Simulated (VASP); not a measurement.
# Band edges against the vacuum: BAs(110)

Where do the bulk band edges lie against the vacuum outside BAs(110)?

Method: r2SCAN; plane waves and PAW (B, As), in VASP 6.6.1.

The experiments to compare with:

“Thermal expansion coefficients of high thermal conducting BAs and BP materials” (2019, arxiv:1906.04101) reports for BAs, zinc blende, by single-crystal XRD (Mo K-alpha) (CVT-grown single crystal, 100 K): lattice constant a (cubic a at 100 K) 4.7741 ± 0.0015 Å.

For BAs, zinc blende (single crystal grown by chemical vapor transport, 300 K), “Basic Physical Properties of Cubic Boron Arsenide” (2019, arxiv:1911.11281) gives, by UV-visible absorption: band gap (indirect optical gap from absorption edge) 1.82 eV [room-temperature optical absorption edge, not a zero-temperature fundamental gap].

## Step 1: The structure

The structure is cubic, space group F-43m (No. 216). Conventional cell: a = 4.780 Å, b = 4.780 Å, c = 4.780 Å, α = 90.00°, β = 90.00°, γ = 90.00°. Nearest to B lie 4 As at 2.07 Å. Nearest to As lie 4 B at 2.07 Å. Farther neighbours are not listed.

As a file:

```cif
data_structure
_symmetry_space_group_name_H-M 'F-43m'
_symmetry_Int_Tables_number 216
_cell_length_a 4.7800
_cell_length_b 4.7800
_cell_length_c 4.7800
_cell_angle_alpha 90.000
_cell_angle_beta 90.000
_cell_angle_gamma 90.000
_cell_volume 109.22
loop_
_atom_site_label
_atom_site_type_symbol
_atom_site_symmetry_multiplicity
_atom_site_Wyckoff_symbol
_atom_site_fract_x
_atom_site_fract_y
_atom_site_fract_z
_atom_site_occupancy
B1 B 4 a 0.00000 0.00000 0.00000 1
As1 As 4 d 0.25000 0.25000 0.75000 1
```

## Step 2: Relaxing the bulk crystal

First cell and atoms are relaxed at a raised cutoff, so that later runs start from this functional's own cell.

File INCAR:

```
SYSTEM = BAs
PREC = Accurate
ENCUT = 420
EDIFF = 1E-06
NELM = 120
ISMEAR = 0
SIGMA = 0.03
LREAL = .FALSE.
ALGO = Normal
METAGGA = R2SCAN
LASPH = .TRUE.
NBANDS = 10
LORBIT = 11
LWAVE = .FALSE.
LCHARG = .FALSE.
KPAR = 4
IBRION = 2
NSW = 40
ISIF = 3
EDIFFG = -0.02
POTIM = 0.4
```

File POSCAR:

```
BAs
1.0
    0.0000000000      2.3900000000      2.3900000000
    2.3900000000      0.0000000000      2.3900000000
    2.3900000000      2.3900000000      0.0000000000
B As
1 1
Direct
    0.0000000000      0.0000000000      0.0000000000
    0.2500000000      0.2500000000      0.2500000000
```

File KPOINTS:

```
Automatic mesh
0
Gamma
7 7 7
0 0 0
```

The projector-augmented-wave data sets are B and As (PBE family, release 64).

On the command line:

```bash
$ mpirun -np 4 vasp_std
```

Log:

```text
[banner, memory and clock lines left out]
running    4 mpi-ranks, on    1 nodes
 distrk:  each k-point on    1 cores,    4 groups
 distr:  one band on    1 cores,    1 groups

 POSCAR found type information on POSCAR B As
 POSCAR found :  2 types and       2 ions
|                                                                             |
|               ----> ADVICE to this user running VASP <----                  |
|                                                                             |
|     You enforced a specific xc type in the INCAR file but a different       |
|     [... a line on the potential file left out ...]
|     I HOPE YOU KNOW WHAT YOU ARE DOING!                                     |
|                                                                             |

 LDA part: xc-table for (None), standard interpolation
 POSCAR, INCAR and KPOINTS ok, starting setup
 FFT: planning ... GRIDC
 FFT: planning ... GRID_SOFT
 FFT: planning ... GRID
 WAVECAR not read
 entering main loop
       N       E                     dE             d eps       ncg     rms          rms(c)
DAV:   1    -0.179093872239E+01   -0.17909E+01   -0.34143E+03   400   0.615E+02
DAV:   2    -0.232290274985E+02   -0.21438E+02   -0.20614E+02   556   0.101E+02
DAV:   3    -0.238414149130E+02   -0.61239E+00   -0.61101E+00   486   0.163E+01
DAV:   4    -0.238428274212E+02   -0.14125E-02   -0.14125E-02   488   0.891E-01
DAV:   5    -0.238428289880E+02   -0.15668E-05   -0.15668E-05   492   0.306E-02    0.497E+00
DAV:   6    -0.222826469092E+02    0.15602E+01   -0.97174E-01   420   0.538E+00    0.281E+00
DAV:   7    -0.222499965041E+02    0.32650E-01   -0.18972E-01   464   0.238E+00    0.964E-01
DAV:   8    -0.222476387857E+02    0.23577E-02   -0.15775E-02   454   0.971E-01    0.925E-02
DAV:   9    -0.222478343088E+02   -0.19552E-03   -0.35948E-04   454   0.148E-01    0.456E-02
DAV:  10    -0.222478920811E+02   -0.57772E-04   -0.34300E-05   440   0.553E-02    0.158E-02
DAV:  11    -0.222478933068E+02   -0.12256E-05   -0.56510E-06   492   0.214E-02    0.620E-03
DAV:  12    -0.222478938985E+02   -0.59171E-06   -0.13694E-07   260   0.285E-03
   1 F= -.22247894E+02 E0= -.22247894E+02  d E =-.222479E+02
 curvature:   0.00 expect dE= 0.000E+00 dE for cont linesearch  0.000E+00
 trial: gam= 0.00000 g(F)=  0.692E-47 g(S)=  0.624E-03 ort = 0.000E+00 (trialstep = 0.100E+01)
 search vector abs. value=  0.624E-03
 bond charge predicted
       N       E                     dE             d eps       ncg     rms          rms(c)
DAV:   1    -0.222481894754E+02   -0.29617E-03   -0.89003E-03   446   0.602E-01    0.102E-01
DAV:   2    -0.222481259740E+02    0.63501E-04   -0.30667E-04   414   0.114E-01    0.509E-02
DAV:   3    -0.222480726082E+02    0.53366E-04   -0.13597E-04   430   0.634E-02    0.235E-02
DAV:   4    -0.222480688845E+02    0.37237E-05   -0.52640E-06   470   0.140E-02    0.142E-02
DAV:   5    -0.222480674940E+02    0.13904E-05   -0.82416E-07   256   0.670E-03    0.661E-03
DAV:   6    -0.222480671161E+02    0.37791E-06   -0.82419E-08   228   0.232E-03
   2 F= -.22248067E+02 E0= -.22248067E+02  d E =-.173218E-03
 trial-energy change:   -0.000173  1 .order   -0.000184   -0.000624    0.000257
 step:   0.6932(harm=  0.7084)  dis= 0.00000  next Energy=   -22.248107 (dE=-0.213E-03)
 bond charge predicted
       N       E                     dE             d eps       ncg     rms          rms(c)
DAV:   1    -0.222481154055E+02   -0.47911E-04   -0.83782E-04   448   0.185E-01    0.316E-02
DAV:   2    -0.222481104106E+02    0.49949E-05   -0.28558E-05   416   0.350E-02    0.158E-02
DAV:   3    -0.222481067706E+02    0.36400E-05   -0.12821E-05   430   0.195E-02    0.725E-03
DAV:   4    -0.222481072406E+02   -0.46999E-06   -0.47965E-07   234   0.429E-03
   3 F= -.22248107E+02 E0= -.22248107E+02  d E =-.213342E-03
 curvature:  -0.35 expect dE=-0.163E-07 dE for cont linesearch -0.163E-07
 trial: gam=-0.00852 g(F)=  0.596E-47 g(S)=  0.461E-07 ort = 0.536E-05 (trialstep = 0.939E+00)
 search vector abs. value=  0.103E-09
 reached required accuracy - stopping structural energy minimisation
```

It took 23 s on 4 MPI ranks of Intel Xeon Platinum 8488C (Sapphire Rapids), shared host; peak memory 0.51 GiB.

Lines that name or quote the potential files are left out of all logs, and their timing lines are given in words.

OUTCAR, selected parts (step 2):

```text
ion  position               nearest neighbor table
   1  0.000  0.000  0.000-   2 2.07   2 2.07   2 2.07   2 2.07
   2  0.250  0.250  0.250-   1 2.07   1 2.07   1 2.07   1 2.07

  LATTYP: Found a face centered cubic cell.
 ALAT       =     4.7800000000

 Subroutine GETGRP returns: Found 24 space group operations
 (whereof 24 operations were pure point group operations)

The static configuration has the point symmetry T_d .

 Found     20 irreducible k-points:

   k-points           NKPTS =     20   k-points in BZ     NKDIM =     20   number of bands    NBANDS=     10

   dimension x,y,z NGX =    24 NGY =   24 NGZ =   24
   dimension x,y,z NGXF=    48 NGYF=   48 NGZF=   48

   ENCUT  =  420.0 eV  30.87 Ry    5.56 a.u.   5.65  5.65  5.65*2*pi/ulx,y,z

   NELECT =       8.0000    total number of electrons

 k-points in reciprocal lattice and weights: Automatic mesh
   0.00000000  0.00000000  0.00000000       0.003
   0.14285714  0.00000000  0.00000000       0.023
   0.28571429  0.00000000  0.00000000       0.023
   0.42857143  0.00000000  0.00000000       0.023
   0.14285714  0.14285714  0.00000000       0.017
   0.28571429  0.14285714  0.00000000       0.070
   0.42857143  0.14285714  0.00000000       0.070
  -0.42857143  0.14285714  0.00000000       0.070
  -0.28571429  0.14285714  0.00000000       0.070
[...]
-0.42857143  0.42857143  0.14285714       0.070
  -0.28571429  0.42857143  0.14285714       0.070

 average (electrostatic) potential at core
       1 -28.2313       2 -53.3769

 E-fermi :   6.1630

 k-point     1 :       0.0000    0.0000    0.0000
  band No.  band energies     occupation
      1     -10.1428      2.00000
      2       5.9589      2.00000
      3       5.9589      2.00000
      4       5.9589      2.00000
      5       9.3963      0.00000
      6       9.3963      0.00000
      7       9.3963      0.00000
      8      11.0311      0.00000
      9      16.3035      0.00000
    ...

 k-point     2 :       0.1429    0.0000    0.0000
  band No.  band energies     occupation
      1      -9.7941      2.00000
      2       3.4545      2.00000
      3       5.3855      2.00000
      4       5.3855      2.00000
      5       9.5727      0.00000
      6      10.1503      0.00000
      7      10.1503      0.00000
      8      12.6625      0.00000
      9      17.4803      0.00000
    ...

 k-point     3 :       0.2857    0.0000    0.0000
  band No.  band energies     occupation
      1      -8.7924      2.00000
      2      -0.0550      2.00000
      3       4.5601      2.00000
      4       4.5601      2.00000
      5       9.1884      0.00000
      6      10.9811      0.00000
      7      10.9811      0.00000
      8      14.9125      0.00000
      9      17.9758      0.00000
    ...

  Total        0.0008922      0.0008922      0.0008922      0.0000000     -0.0000000     -0.0000000
  in kB        0.0521365      0.0521365      0.0521365      0.0000000     -0.0000000     -0.0000000
  external PRESSURE =       0.0521365 kB  Pullay stress =       0.0000000 kB

  energy-cutoff  :      420.00
  volume of cell :       27.42
      direct lattice vectors                 reciprocal lattice vectors
     0.000000000  2.393320490  2.393320490    -0.208914770  0.208914770  0.208914770
     2.393320490  0.000000000  2.393320490     0.208914770 -0.208914770  0.208914770
     2.393320490  2.393320490 -0.000000000     0.208914770  0.208914770 -0.208914770

 POSITION                                       TOTAL-FORCE (eV/Angst)
 -----------------------------------------------------------------------------------
      0.00000      0.00000      0.00000        -0.000000      0.000000     -0.000000
      1.19666      1.19666      1.19666         0.000000     -0.000000      0.000000
 -----------------------------------------------------------------------------------
    total drift:                                0.000000      0.000000      0.000000

  FREE ENERGIE OF THE ION-ELECTRON SYSTEM (eV)
  ---------------------------------------------------
  free  energy   TOTEN  =       -22.2481072406 eV

  energy  without entropy=      -22.2481072406  energy(sigma->0) =      -22.24810724

 reached required accuracy - stopping structural energy minimisation

 total charge
# of ion       s       p       d       tot
------------------------------------------
    1        0.667   1.159   0.000   1.826
    2        1.171   1.693   0.091   2.956
--------------------------------------------------
tot          1.839   2.852   0.091   4.782

[... 3 further parts left out ...]
```

CONTCAR:

```
BAs
   1.00000000000000
     0.0000000000000000    2.3933204897784539    2.3933204897784539
     2.3933204897784539    0.0000000000000000    2.3933204897784539
     2.3933204897784539    2.3933204897784539   -0.0000000000000000
  B               As
     1     1
Direct
     0.0000000000000000    0.0000000000000000    0.0000000000000000
     0.2500000000000000    0.2500000000000000    0.2500000000000000
```

The PAW data sets were made with PBE, which is usual practice but a small mismatch for other functionals. The run keeps the 24 symmetry operations of its start, so it cannot find a distortion of lower symmetry.

The steps of the relaxation:

| step | energy less that of the first step (eV) | largest force (eV/Å) | pressure (GPa) | volume (Å³) |
| --- | --- | --- | --- | --- |
| 1 | 0.0000 | 0.0000 | 0.61 | 27.30 |
| 2 | -0.0002 | 0.0000 | -0.25 | 27.47 |
| 3 | -0.0002 | 0.0000 | 0.01 | 27.42 |

| conventional cell, symmetrised | before | after | change |
| --- | --- | --- | --- |
| a (Å) | 4.780 | 4.787 | +0.1 % |
| b (Å) | 4.780 | 4.787 | +0.1 % |
| c (Å) | 4.780 | 4.787 | +0.1 % |
| volume (Å³/atom) | 13.65 | 13.71 | +0.4 % |

The relaxed structure:

```
B As
1.0
     0.00000    2.39332    2.39332
     2.39332    0.00000    2.39332
     2.39332    2.39332    0.00000
B As
1 1
Direct
  0.00000 0.00000 0.00000
  0.25000 0.25000 0.25000
```

Numbers from this step:

* electronic steps: 22
* electrons: 8
* free energy (TOTEN): -22.25 eV
* Fermi energy: 6.163 eV

The run ended after 3 ionic steps, 0.000 eV below its first step, once forces and stress met EDIFFG = -0.02.

## Step 3: Band edges of the bulk

A static bulk run at the slab's cutoff gives the band edges and the core potentials that tie them to the slab.

File INCAR:

```
SYSTEM = BAs
PREC = Normal
ENCUT = 360
EDIFF = 1E-06
NELM = 120
ISMEAR = 0
SIGMA = 0.03
LREAL = .FALSE.
ALGO = Normal
METAGGA = R2SCAN
LASPH = .TRUE.
NBANDS = 10
LORBIT = 11
LWAVE = .FALSE.
LCHARG = .FALSE.
KPAR = 4
```

File POSCAR:

```
BAs
1.0
    0.0000000000      2.3933204898      2.3933204898
    2.3933204898      0.0000000000      2.3933204898
    2.3933204898      2.3933204898      0.0000000000
B As
1 1
Direct
    0.0000000000      0.0000000000      0.0000000000
    0.2500000000      0.2500000000      0.2500000000
```

File KPOINTS:

```
Automatic mesh
0
Gamma
16 16 16
0 0 0
```

On the command line:

```bash
$ mpirun -np 4 vasp_std
```

Log:

```text
[banner, memory and clock lines left out]
running    4 mpi-ranks, on    1 nodes
 distrk:  each k-point on    1 cores,    4 groups
 distr:  one band on    1 cores,    1 groups

 POSCAR found type information on POSCAR B As
 POSCAR found :  2 types and       2 ions
 [... a notice as in an earlier step ...]

 LDA part: xc-table for (None), standard interpolation
 POSCAR, INCAR and KPOINTS ok, starting setup
 FFT: planning ... GRIDC
 FFT: planning ... GRID_SOFT
 FFT: planning ... GRID
 WAVECAR not read
 entering main loop
       N       E                     dE             d eps       ncg     rms          rms(c)
DAV:   1    -0.368722015666E+01   -0.36872E+01   -0.32123E+03  2916   0.545E+02
DAV:   2    -0.233529172418E+02   -0.19666E+02   -0.19052E+02  4076   0.928E+01
DAV:   3    -0.238414109677E+02   -0.48849E+00   -0.48783E+00  3408   0.145E+01
DAV:   4    -0.238425988415E+02   -0.11879E-02   -0.11878E-02  3540   0.827E-01
DAV:   5    -0.238426007492E+02   -0.19077E-05   -0.19077E-05  3438   0.310E-02    0.496E+00
DAV:   6    -0.222872060905E+02    0.15554E+01   -0.95576E-01  3122   0.523E+00    0.281E+00
DAV:   7    -0.222556547387E+02    0.31551E-01   -0.18630E-01  3630   0.234E+00    0.966E-01
DAV:   8    -0.222533390416E+02    0.23157E-02   -0.15481E-02  3316   0.929E-01    0.910E-02
DAV:   9    -0.222535282711E+02   -0.18923E-03   -0.35380E-04  3354   0.144E-01    0.452E-02
DAV:  10    -0.222535820048E+02   -0.53734E-04   -0.33163E-05  3224   0.522E-02    0.157E-02
DAV:  11    -0.222535826070E+02   -0.60220E-06   -0.54609E-06  3422   0.202E-02
   1 F= -.22253583E+02 E0= -.22253583E+02  d E =-.482391E-18
```

Run time: 10 s. Hardware: 4 MPI ranks; peak memory 0.47 GiB.

From OUTCAR (step 3):

```text
  LATTYP: Found a face centered cubic cell.
 ALAT       =     4.7866409796

The static configuration has the point symmetry T_d .

 Found    145 irreducible k-points:

   k-points           NKPTS =    145   k-points in BZ     NKDIM =    145   number of bands    NBANDS=     10

   dimension x,y,z NGX =    16 NGY =   16 NGZ =   16
   dimension x,y,z NGXF=    32 NGYF=   32 NGZF=   32

   ENCUT  =  360.0 eV  26.46 Ry    5.14 a.u.   5.24  5.24  5.24*2*pi/ulx,y,z

   NELECT =       8.0000    total number of electrons

 E-fermi :   6.1234

 k-point     1 :       0.0000    0.0000    0.0000
  band No.  band energies     occupation
      1     -10.1450      2.00000
      2       5.9567      2.00000
      3       5.9567      2.00000
      4       5.9567      2.00000
      5       9.3944      0.00000
      6       9.3944      0.00000
      7       9.3944      0.00000
      8      11.0279      0.00000
      9      16.3031      0.00000
    ...

 k-point     2 :       0.0625    0.0000    0.0000
  band No.  band energies     occupation
      1     -10.0779      2.00000
      2       5.2879      2.00000
      3       5.8200      2.00000
      4       5.8201      2.00000
      5       9.5621      0.00000
      6       9.5739      0.00000
      7       9.5739      0.00000
      8      11.3867      0.00000
      9      16.5713      0.00000
    ...

  Total       -0.0143365     -0.0143365     -0.0143365      0.0000000      0.0000000     -0.0000000
  in kB       -0.8377620     -0.8377620     -0.8377620      0.0000000      0.0000000     -0.0000000
  external PRESSURE =      -0.8377620 kB  Pullay stress =       0.0000000 kB

  energy-cutoff  :      360.00
  volume of cell :       27.42
      direct lattice vectors                 reciprocal lattice vectors
     0.000000000  2.393320490  2.393320490    -0.208914770  0.208914770  0.208914770
     2.393320490  0.000000000  2.393320490     0.208914770 -0.208914770  0.208914770
     2.393320490  2.393320490  0.000000000     0.208914770  0.208914770 -0.208914770

 POSITION                                       TOTAL-FORCE (eV/Angst)
 -----------------------------------------------------------------------------------
      0.00000      0.00000      0.00000        -0.000000     -0.000000     -0.000000
      1.19666      1.19666      1.19666         0.000000      0.000000      0.000000
 -----------------------------------------------------------------------------------
    total drift:                                0.000002      0.000002      0.000002

  FREE ENERGIE OF THE ION-ELECTRON SYSTEM (eV)
  ---------------------------------------------------
  free  energy   TOTEN  =       -22.2535826070 eV

  energy  without entropy=      -22.2535826070  energy(sigma->0) =      -22.25358261

 total charge
# of ion       s       p       d       tot
------------------------------------------
    1        0.670   1.160   0.000   1.829
    2        1.172   1.691   0.091   2.955
--------------------------------------------------
tot          1.842   2.851   0.091   4.784

[... 2 parts as in an earlier step ...]

[... 6 further parts left out ...]
```

The gap is read on the k-mesh alone, so it is an upper bound where the band edges lie off the mesh.

Numbers from this step:

```yaml
electronic_steps: 11
fermi_energy: 6.123 eV
metallic: no
gap_on_the_k_mesh: 1.387 eV
least_direct_gap_on_the_k_mesh: 3.438 eV
```

[end of part 1 of 3]

[Lines on the potential files, build, host, timing and source positions are cut from VASP's logs without a mark.]

[Logs are printed without paths, hosts, clocks, repeated set-up lines and the standing remarks that a program may print on its own settings, such as how far it seeks lower states.]

[Hosts, paths, dates, database ids (printed as entryN), source tags and the programs' standing remarks are cut or masked in the printed files.]

[Runs that stopped without an error message from VASP are left out.]
